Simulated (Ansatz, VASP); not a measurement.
# Cross-check of SnH between VASP and Ansatz

One calculation is typed for both programs; each brings its own data sets. How far apart do they land? The two relaxations start from unlike cells of this crystal (the structure described is Ansatz's start), so only their ends are compared.

Main program and level: Ansatz 0.2.0; plane waves, with VASP 6.6.1 beside it; relaxation of cell and atoms at PBE.

## 1. Set-up

The structure is tetragonal, space group P4_2/mmc (No. 131). Conventional cell: a = 3.341 Å, b = 3.341 Å, c = 5.220 Å, α = 90.00°, β = 90.00°, γ = 90.00°. Nearest to Sn lie 4 H at 2.12 Å. Nearest to H lie 4 Sn at 2.12 Å. Farther neighbours are not listed.

As a file:

```xyz
4
Lattice="3.3410 0.0000 0.0000 0.0000 3.3410 0.0000 0.0000 0.0000 5.2200" Properties=species:S:1:pos:R:3 pbc="T T T"
Sn    1.6705    0.0000    2.6100
Sn    0.0000    1.6705    0.0000
H     0.0000    0.0000    1.3050
H     0.0000    0.0000    3.9150
```

## 2. VASP: relaxation of cell and atoms, PBE

The relaxed volume is the usual yardstick between codes: in a stiff, nearly cubic crystal its relative difference is about their pressure difference at one cell divided by the bulk modulus.

Lines of VASP's logs that name or quote its potential files are left out, and so is its time.

INCAR

```
SYSTEM = SnH
PREC = Accurate
ENCUT = 500
EDIFF = 1E-07
NELM = 120
ISMEAR = -1
SIGMA = 0.05
LREAL = .FALSE.
ALGO = Normal
GGA = PE
NBANDS = 21
LORBIT = 11
LWAVE = .FALSE.
LCHARG = .FALSE.
ISIF = 3
IBRION = 2
NSW = 80
EDIFFG = -0.005
LASPH = .TRUE.
GGA_COMPAT = .FALSE.
NELMIN = 4
```

POSCAR

```
SnH
1.0
    3.4031411103      0.0000000000      0.0000000000
    0.0000000000      3.4031411103      0.0000000000
    0.0000000000      0.0000000000      5.9652392894
Sn H
2 2
Direct
    0.5000000000      0.0000000000      0.5000000000
    0.0000000000      0.5000000000      0.0000000000
    0.0000000000      0.0000000000      0.2500000000
    0.0000000000      0.0000000000      0.7500000000
```

KPOINTS

```
Automatic mesh
0
Gamma
8 8 5
0 0 0
```

The projector-augmented-wave data sets are Sn_d and H (PBE family, release 64).

Launch:

```bash
$ mpirun -np 1 vasp_std
```

Numbers of over 12 decimals in the logs are rounded to 6 here.

Output:

```text
[banner, memory and clock lines left out]
running    1 mpi-ranks, on    1 nodes
 distrk:  each k-point on    1 cores,    1 groups
 distr:  one band on    1 cores,    1 groups

 POSCAR found type information on POSCAR SnH
 POSCAR found :  2 types and       4 ions
 LDA part: xc-table for (Slater+PW92), standard interpolation
 POSCAR, INCAR and KPOINTS ok, starting setup
 FFT: planning ... GRIDC
 FFT: planning ... GRID_SOFT
 FFT: planning ... GRID
 WAVECAR not read
 entering main loop
       N       E                     dE             d eps       ncg     rms          rms(c)
DAV:   1     0.226739169295E+03    0.22674E+03   -0.15225E+04  1908   0.203E+03
DAV:   2     0.109000134622E+02   -0.21584E+03   -0.21008E+03  1905   0.447E+02
DAV:   3    -0.123339471871E+02   -0.23234E+02   -0.22837E+02  2230   0.138E+02
DAV:   4    -0.130931458060E+02   -0.75920E+00   -0.75574E+00  2078   0.276E+01
DAV:   5    -0.131184741257E+02   -0.25328E-01   -0.25327E-01  2593   0.505E+00    0.361E+00
DAV:   6    -0.127641982701E+02    0.35428E+00   -0.28793E-01  2343   0.438E+00    0.172E+00
DAV:   7    -0.127084433374E+02    0.55755E-01   -0.30849E-01  2155   0.299E+00    0.406E-01
DAV:   8    -0.127110570263E+02   -0.26137E-02   -0.37404E-02  2095   0.162E+00    0.159E-01
DAV:   9    -0.127110667215E+02   -0.96953E-05   -0.26177E-03  2230   0.504E-01    0.795E-02
DAV:  10    -0.127109698782E+02    0.96843E-04   -0.63031E-04  2103   0.177E-01    0.329E-02
DAV:  11    -0.127109754231E+02   -0.55449E-05   -0.92854E-05  2669   0.556E-02    0.239E-02
DAV:  12    -0.127109746082E+02    0.81486E-06   -0.28121E-06  2364   0.190E-02    0.124E-02
DAV:  13    -0.127109748502E+02   -0.24194E-06   -0.47722E-06  2192   0.275E-02    0.278E-03
DAV:  14    -0.127109750527E+02   -0.20256E-06   -0.95020E-07  1645   0.545E-03    0.169E-03
DAV:  15    -0.127109751095E+02   -0.56809E-07   -0.53171E-08  1055   0.211E-03
   1 F= -.12710975E+02 E0= -.12706480E+02  d E =-.127110E+02
 curvature:   0.00 expect dE= 0.000E+00 dE for cont linesearch  0.000E+00
 trial: gam= 0.00000 g(F)=  0.504E-62 g(S)=  0.525E-04 ort = 0.000E+00 (trialstep = 0.100E+01)
 search vector abs. value=  0.525E-04
 bond charge predicted
       N       E                     dE             d eps       ncg     rms          rms(c)
DAV:   1    -0.127114330928E+02   -0.45804E-03   -0.96961E-03  2195   0.146E+00    0.110E-01
DAV:   2    -0.127111101717E+02    0.32292E-03   -0.66508E-04  2241   0.405E-01    0.520E-02
DAV:   3    -0.127110236146E+02    0.86557E-04   -0.26699E-04  2421   0.242E-01    0.799E-03
DAV:   4    -0.127110162366E+02    0.73781E-05   -0.21301E-05  2182   0.541E-02    0.254E-03
DAV:   5    -0.127110156237E+02    0.61285E-06   -0.12980E-06  2423   0.119E-02    0.119E-03
DAV:   6    -0.127110155948E+02    0.28961E-07   -0.96360E-08  1079   0.350E-03
   2 F= -.12711016E+02 E0= -.12706500E+02  d E =-.404852E-04
 trial-energy change:   -0.000040  1 .order   -0.000038   -0.000052   -0.000024
 step:   1.4783(harm=  1.8284)  dis= 0.00000  next Energy=   -12.711022 (dE=-0.464E-04)
 bond charge predicted
       N       E                     dE             d eps       ncg     rms          rms(c)
DAV:   1    -0.127111198093E+02   -0.10419E-03   -0.22129E-03  2195   0.696E-01    0.526E-02
DAV:   2    -0.127110469747E+02    0.72835E-04   -0.15205E-04  2241   0.194E-01    0.248E-02
DAV:   3    -0.127110268867E+02    0.20088E-04   -0.61107E-05  2421   0.116E-01    0.382E-03
DAV:   4    -0.127110242356E+02    0.26512E-05   -0.48681E-06  2177   0.259E-02    0.121E-03
DAV:   5    -0.127110239804E+02    0.25515E-06   -0.27486E-07  1560   0.570E-03    0.562E-04
DAV:   6    -0.127110239398E+02    0.40599E-07   -0.38001E-08  1015   0.253E-03
   3 F= -.12711024E+02 E0= -.12706498E+02  d E =-.488303E-04
 curvature:  -0.75 expect dE=-0.453E-05 dE for cont linesearch -0.194E-05
 trial: gam=-0.10671 g(F)=  0.171E-60 g(S)=  0.603E-05 ort = 0.116E-04 (trialstep = 0.110E+01)
 search vector abs. value=  0.415E-05
 reached required accuracy - stopping structural energy minimisation
```

Parts of OUTCAR (step 2):

```text
ion  position               nearest neighbor table
   1  0.500  0.000  0.500-   3 2.26   4 2.26   3 2.26   4 2.26
   2  0.000  0.500  0.000-   3 2.26   4 2.26   3 2.26   4 2.26
   3  0.000  0.000  0.250-   1 2.26   2 2.26   2 2.26   1 2.26
   4  0.000  0.000  0.750-   1 2.26   2 2.26   2 2.26   1 2.26

  LATTYP: Found a simple tetragonal cell.
 ALAT       =     3.4031411103
 C/A-ratio  =     1.7528627512

 Subroutine GETGRP returns: Found 16 space group operations
 (whereof  8 operations were pure point group operations)

The static configuration has the point symmetry D_2h.
 The point group associated with its full space group is D_4h.

 Found     45 irreducible k-points:

   k-points           NKPTS =     45   k-points in BZ     NKDIM =     45   number of bands    NBANDS=     21

   dimension x,y,z NGX =    28 NGY =   28 NGZ =   48
   dimension x,y,z NGXF=    56 NGYF=   56 NGZF=   96

   ENCUT  =  500.0 eV  36.75 Ry    6.06 a.u.   6.20  6.20 10.88*2*pi/ulx,y,z

   NELECT =      30.0000    total number of electrons

 k-points in reciprocal lattice and weights: Automatic mesh
   0.00000000  0.00000000  0.00000000       0.003
   0.12500000  0.00000000  0.00000000       0.013
   0.25000000  0.00000000  0.00000000       0.013
   0.37500000  0.00000000  0.00000000       0.013
   0.50000000  0.00000000  0.00000000       0.006
   0.12500000  0.12500000  0.00000000       0.013
   0.25000000  0.12500000  0.00000000       0.025
   0.37500000  0.12500000  0.00000000       0.025
   0.50000000  0.12500000  0.00000000       0.013
[...]
0.50000000  0.37500000  0.40000000       0.025
   0.50000000  0.50000000  0.40000000       0.006

 average (electrostatic) potential at core
       1-101.0345       2-101.0345       3 -31.0284       4 -31.0284

 E-fermi :   6.3037

 k-point     1 :       0.0000    0.0000    0.0000
  band No.  band energies     occupation
    ...
      9     -15.3286      2.00000
     10     -15.3180      2.00000
     11      -4.8532      2.00000
     12      -0.9444      2.00000
     13      -0.3747      2.00000
     14       7.2678      0.00000
     15       8.8893      0.00000
     16       8.8893      0.00000
     17      10.4922      0.00000
     18      10.7359      0.00000
    ...

 k-point     2 :       0.1250    0.0000    0.0000
  band No.  band energies     occupation
    ...
     10     -15.3239      2.00000
     11      -4.6605      2.00000
     12      -0.7916      2.00000
     13      -0.1866      2.00000
     14       5.7984      1.99992
     15       9.0935      0.00000
     16       9.1773      0.00000
     17       9.6629      0.00000
     18      10.2038      0.00000
     19      10.8540      0.00000
    ...

 k-point     3 :       0.2500    0.0000    0.0000
  band No.  band energies     occupation
    ...
     10     -15.3383      2.00000
     11      -4.0923      2.00000
     12      -0.4147      2.00000
     13       0.3420      2.00000
     14       3.6963      2.00000
     15       7.4536      0.00000
     16       7.8797      0.00000
     17       9.6822      0.00000
     18       9.7867      0.00000
     19      11.4234      0.00000
    ...

  Total       -0.0075399     -0.0075399      0.0196625      0.0000000      0.0000000      0.0000000
  in kB       -0.1745648     -0.1745648      0.4552277      0.0000000      0.0000000      0.0000000
  external PRESSURE =       0.0353660 kB  Pullay stress =       0.0000000 kB

  energy-cutoff  :      500.00
  volume of cell :       69.20
      direct lattice vectors                 reciprocal lattice vectors
     3.404141362  0.000000000  0.000000000     0.293759834  0.000000000  0.000000000
    -0.000000000  3.404141362  0.000000000    -0.000000000  0.293759834  0.000000000
     0.000000000  0.000000000  5.971800941     0.000000000  0.000000000  0.167453673

 POSITION                                       TOTAL-FORCE (eV/Angst)
 -----------------------------------------------------------------------------------
      1.70207      0.00000      2.98590         0.000000      0.000000     -0.000000
     -0.00000      1.70207      0.00000        -0.000000      0.000000     -0.000000
      0.00000      0.00000      1.49295         0.000000      0.000000      0.000000
      0.00000      0.00000      4.47885        -0.000000      0.000000     -0.000000
 -----------------------------------------------------------------------------------
    total drift:                                0.000000      0.000000      0.000000

  FREE ENERGIE OF THE ION-ELECTRON SYSTEM (eV)
  ---------------------------------------------------
  free  energy   TOTEN  =       -12.7110239398 eV

  energy  without entropy=      -12.7019722913  energy(sigma->0) =      -12.70649812

 reached required accuracy - stopping structural energy minimisation

 total charge
# of ion       s       p       d       tot
------------------------------------------
    1        1.332   0.794   9.985  12.111
    2        1.332   0.794   9.985  12.111
    3        0.478   0.011   0.000   0.489
    4        0.478   0.011   0.000   0.489
--------------------------------------------------
tot          3.618   1.612  19.970  25.199

[... 3 further parts left out ...]
```

CONTCAR:

```
SnH
   1.00000000000000
     3.4041413616962823    0.0000000000000000    0.0000000000000000
    -0.0000000000000000    3.4041413616962823    0.0000000000000000
     0.0000000000000000    0.0000000000000000    5.9718009406984391
  Sn              H
     2     2
Direct
     0.5000000000000000    0.0000000000000000    0.5000000000000000
     0.0000000000000000    0.5000000000000000    0.0000000000000000
     0.0000000000000000    0.0000000000000000    0.2500000000000000
     0.0000000000000000    0.0000000000000000    0.7500000000000000
```

## 3. Ansatz: relaxation of cell and atoms, PBE

Ansatz runs on its PAW soft_1 files.

Its own start cell and the same functional, mesh and smearing now go to Ansatz, which takes its cutoff from its data sets.

input.yaml

```yaml
crystal:
  lattice:
    - [3.341, 0.0, 0.0]
    - [0.0, 3.341, 0.0]
    - [0.0, 0.0, 5.22]
  atoms:
    - { symbol: Sn, position: [0.5, 0.0, 0.5] }
    - { symbol: Sn, position: [0.0, 0.5, 0.0] }
    - { symbol: H, position: [0.0, 0.0, 0.25] }
    - { symbol: H, position: [0.0, 0.0, 0.75] }
kpoints:
  mp_grid: { grid: [8, 8, 5] }
scf:
  occupations: { method: fermi_dirac, width: 0.05 }
hamiltonian:
  xc: pbe
  pseudopotentials: { kind: paw, azcp: { folder: soft_1 } }
relax:
  f_tol: 0.015
  max_steps: 70
  cell: {}
output:
  forces: true
  stress: true
```

Launch:

```bash
$ ansatz run input.yaml --threads 4 --pin off --max-ram 8192MiB --backend cpu --events-out ev --progress --plain --runs-dir out
```

Output:

```text
Engine: ansatz 0.2.0, x86_64-unknown-linux-gnu
Pseudopotentials: kind: paw
Pseudopotential: Sn, paw, valence charge 14, recommended cutoff 420 eV (normal), soft_1/Sn.paw.azcp
Pseudopotential: H, paw, valence charge 1, recommended cutoff 420 eV (normal), soft_1/H.paw.azcp
Functional definition: PBE
  parameter kappa = 0.804
  parameter beta = 0.066725
  exchange = pbe_x(kappa = kappa, mu = beta*pi^2/3)
  correlation = pbe_c(beta = beta)
Crystal: 4 atoms, lattice volume = 58.267 Å³
Basis set: ecut = 420 eV, 1137 PW (Γ), exchange–correlation on 48×48×72 points (8 copies of the dense FFT grid, shifted against one another)
Bands: 19, of which v1, the nominal top of the filled ones, is band 15 counted from 1 (14 counted from 0)
Symmetry: 16 space group operations
Space group: P42/mmc (ITA 131), of the structure as read, at distance tolerance 3.9e-5 Å
k-points: 45 of 320
Non-local potential: Sn, projectors of the file, l = 0: 2, l = 1: 2, l = 2: 2, l = 3: 1
Non-local potential: H, projectors of the file, l = 0: 2, l = 1: 1
PAW form: soft (Blöchl's): semilocal exchange-correlation on the pseudo side does not see the compensation charge
PAW one-centre angular grid: Sn, 590 points (default); XC on 64 Gauss nodes
PAW one-centre angular grid: H, 110 points (default); XC on 64 Gauss nodes
Initial density: superposition of atomic densities (chi_scale 0.1, normalization cell, long waves kept (reshape's long-wave potential 0.00 eV rms))
Initial wavefunctions: pseudopotential atomic-orbital guess
Functional: x = pbe(κ = 0.804, μ = 0.219515), c = pbe(β = 0.066725)
SCF iter   1: F=—  HF=-12078.570761 eV  |F-HF|=—  |Δ(HF+E_count)|=         —  Δρ=4.31e-2  dr2=1.17e0  ethr=3.10e-3  ⟨swp⟩=6.3  Hψ=4444  notcnv=0
preconditioner: auto → Kerker (q_TF=auto, 2.443 Å⁻¹)  [metal: Δε(μ)=0.070 eV  Ē_g=18.730 eV  σ=0.050 eV  W_gap=0.33  n_scr=16 (ndim 8)  ℏωp=26.6 eV  f_vac=0.000  D(μ)=1.87/eV (n_scr^D=16)]
SCF iter   2: F=—  HF=-12078.278014 eV  |F-HF|=—  |Δ(HF+E_count)|=   2.93e-1  Δρ=2.22e-2  dr2=3.51e-1  ethr=3.10e-3  ⟨swp⟩=2.0  Hψ=1362  notcnv=0  defer=6
SCF iter   3: F=—  HF=-12078.159547 eV  |F-HF|=—  |Δ(HF+E_count)|=   1.18e-1  Δρ=3.66e-3  dr2=4.62e-3  ethr=1.17e-3  ⟨swp⟩=2.4  Hψ=1243  notcnv=0  defer=6
SCF iter   4: F=—  HF=-12078.161674 eV  |F-HF|=—  |Δ(HF+E_count)|=   2.13e-3  Δρ=6.73e-4  dr2=2.49e-4  ethr=1.54e-5  ⟨swp⟩=2.1  Hψ=1312  notcnv=0  defer=6
SCF iter   5: F=—  HF=-12078.161835 eV  |F-HF|=—  |Δ(HF+E_count)|=   1.61e-4  Δρ=1.84e-4  dr2=2.68e-5  ethr=8.30e-7  ⟨swp⟩=2.0  Hψ=984  notcnv=0  defer=6
SCF iter   6: F=—  HF=-12078.161842 eV  |F-HF|=—  |Δ(HF+E_count)|=   6.87e-6  Δρ=3.45e-5  dr2=6.20e-7  ethr=8.92e-8  ⟨swp⟩=2.0  Hψ=1076  notcnv=0  defer=6
SCF iter   7: F=-12078.161842 eV  HF=-12078.161842 eV  |F-HF|=9.67e-9  |Δ(HF+E_count)|=   2.41e-7  Δρ=5.28e-6  dr2=1.24e-8  ethr=3.33e-10  ⟨swp⟩=4.9  Hψ=3073  notcnv=0
SCF 1 converged in 7 iterations: F = -12078.161842 eV  dr2 = 1.24e-8
  greatest PAW one-centre occupation: 0.992 electrons in one spin orbital (limit 2), on the Sn atom at site 1 (counted from 0), in its partial waves of l = 2
relax step   1: F+E_penalty+E_count = -12078.16184228 eV  Δ(F+E_penalty+E_count) = +0.000e0 eV  max|allowed force component| = 6.505e-18 eV/Å  Δτ_max = 0.0000 Å  P = +11.230 GPa  Ω = 58.267 Å³  (7 SCF iters, dr2 threshold 1.00e-7 eV, accepted)
[...]
relax step   5: F+E_penalty+E_count = -12078.56551763 eV  Δ(F+E_penalty+E_count) = -1.635e-3 eV  max|allowed force component| = 3.469e-18 eV/Å  Δτ_max = 0.0000 Å  P = -0.025 GPa  Ω = 69.217 Å³  energy of the carried Pulay correction = -3.876e-3 eV  (5 SCF iters, dr2 threshold 3.64e-7 eV, accepted)
[...]
relax step   6: F+E_penalty+E_count = -12078.56581293 eV  Δ(F+E_penalty+E_count) = -2.953e-4 eV  max|allowed force component| = 2.168e-17 eV/Å  Δτ_max = 0.0000 Å  P = +0.005 GPa  Ω = 69.259 Å³  energy of the carried Pulay correction = -3.892e-3 eV  (4 SCF iters, dr2 threshold 1.04e-7 eV, accepted)
[...]
relax step   7: F+E_penalty+E_count = -12078.57292753 eV  Δ(F+E_penalty+E_count) = -7.115e-3 eV  max|allowed force component| = 2.168e-17 eV/Å  Δτ_max = 0.0000 Å  P = +0.079 GPa  Ω = 69.259 Å³  stress off target by 1.55e-1 GPa  SCF on the basis re-selected at this cell (its energy is not comparable with the rows above)  (6 SCF iters)
[...]
relax step   8: F+E_penalty+E_count = -12078.57298208 eV  Δ(F+E_penalty+E_count) = -5.454e-5 eV  max|allowed force component| = 6.939e-18 eV/Å  Δτ_max = 0.0000 Å  P = +0.017 GPa  Ω = 69.325 Å³  energy of the carried Pulay correction = -1.893e-5 eV  (3 SCF iters, dr2 threshold 6.01e-8 eV, accepted)
[...]
relax step   9: F+E_penalty+E_count = -12078.57299290 eV  Δ(F+E_penalty+E_count) = -1.082e-5 eV  max|allowed force component| = 6.939e-18 eV/Å  Δτ_max = 0.0000 Å  P = +0.017 GPa  Ω = 69.325 Å³  stress off target by 2.30e-2 GPa  SCF on the basis re-selected at this cell (its energy is not comparable with the rows above)  (4 SCF iters)
basis re-selected at this cell: Δ(F+E_penalty+E_count) = -1.082e-5 eV, ΔP = -0.000 GPa vs the last step (what re-selecting the basis moved, of the pressure what is left beyond the Pulay correction that the steps carried, after the strain that the cell walked since its last selection, with what the two solves' SCF thresholds leave and, on support functions, any second-order correction that the steps lacked; it is no m [...]
SCF converged after 4 iterations
Free energy (F): -12078.572993 eV
Harris-Foulkes:  -12078.572993 eV  (|F-HF|=3.64e-12)
Internal energy: -12078.563867 eV  (E = F + TS)
E sigma→0 (E₀):  -12078.568430 eV
Entropy (-TS):   -0.009126 eV (-2.282 meV/atom)
Fermi energy:    8.580659 eV
--- Per-component energies (eV) ---
  E_band       = -225.848080
  E_kinetic    = 357.559788
  E_local      = -2246.849094  (includes V_loc(G=0)·N_el)
  E_nonlocal   = 290.945781
  E_hartree    = 1099.331026
  E_xc         = -268.171604
  E_vxc        = -181.462070  (∫ρ·V_xc dr)
  E_paw        = -8737.563333  (= ΣΔE_a)
  E_vpaw       = -644.703452  (= ΣTr[D̂ρ^β])
  E_aug_tail   = -0.001133  (compensation charges beyond the density's cutoff)
  E_ewald      = -2573.815298
  E_smearing   = -0.009126  (= −TS)
  E_closure    = 0.000000  (closes the sum)
  Σ components = -12078.572993   (vs F -12078.572993, Δ=0.00e0)
--- Forces (eV/Å), atoms counted from 1 ---
  atom   1  Sn     0.00000000     0.00000000     0.00000000
  atom   2  Sn    -0.00000000    -0.00000000     0.00000000
  atom   3  H      0.00000000    -0.00000000     0.00000000
  atom   4  H     -0.00000000     0.00000000    -0.00000000
  max |Σ_I F_I| component: 3.06e-30 eV/Å
--- Stress (GPa, compression-positive) ---
        0.013648       0.000000       0.000000
        0.000000       0.013648      -0.000000
        0.000000      -0.000000       0.022958
  P = ⅓ Tr σ = 0.0168 GPa (0.168 kbar)
--- Relaxed structure (7 steps of the walk, 7 accepted, 2 SCFs on fresh bases) ---
  F+E_penalty+E_count = -12078.57299290 eV   max|allowed force component| = 6.939e-18 eV/Å   (the final SCF, on the basis selected at the relaxed cell)
  cell:  # Å, volume = 69.3252 Å³
    - [3.405219, 0, 0]
    - [0, 3.405219, 0]
    - [0, 0, 5.978622]
  atoms:
    - { symbol: Sn, position: [0.5, 0, 0.500000] }
    - { symbol: Sn, position: [0, 0.5, 0] }
    - { symbol: H, position: [0, 0, 0.250000] }
    - { symbol: H, position: [0, 0, 0.750000] }
```

Reading the cycles: dr2 is the Hartree energy of the density residual (eV), the measure of convergence; HF is the Harris–Foulkes estimate of the energy, which meets the free energy F at convergence.

## 4. Side by side

Known differences besides the potentials themselves: the cutoff is 420 eV in Ansatz and 500 eV in VASP; Ansatz adds a Pulay correction to the stress that steers its cell, VASP none. Total energies have different zeros and are not compared.

Compared:

```csv
quantity,Ansatz,VASP,difference
volume (Å³),69.33,69.20,+0.18 %
"edge a after relaxation, in the typed setting (Å)",3.405,3.404,+0.03 %
"edge c after relaxation, in the typed setting (Å)",5.979,5.972,+0.11 %
```

## 5. Outcome

```json
{
  "difference in volume (relaxation of cell and atoms, PBE)": "0.18 %"
}
```

**Reading.** The difference in volume is 0.18 % (relaxation of cell and atoms, PBE), within the 1.2 % picked in this series as the mark of a large difference, as far as the stopping tolerances let one tell. Such differences can come from data sets, numerical settings and the points named under the comparisons, not from the functional's error against experiment.

[Lines on the potential files, build, host, timing and source positions are cut from VASP's logs without a mark.]

[Logs are printed without paths, hosts, clocks, repeated set-up lines and the standing remarks that a program may print on its own settings, such as how far it seeks lower states.]

[Hosts, paths, dates, database ids (printed as entryN), source tags and the programs' standing remarks are cut or masked in the printed files.]
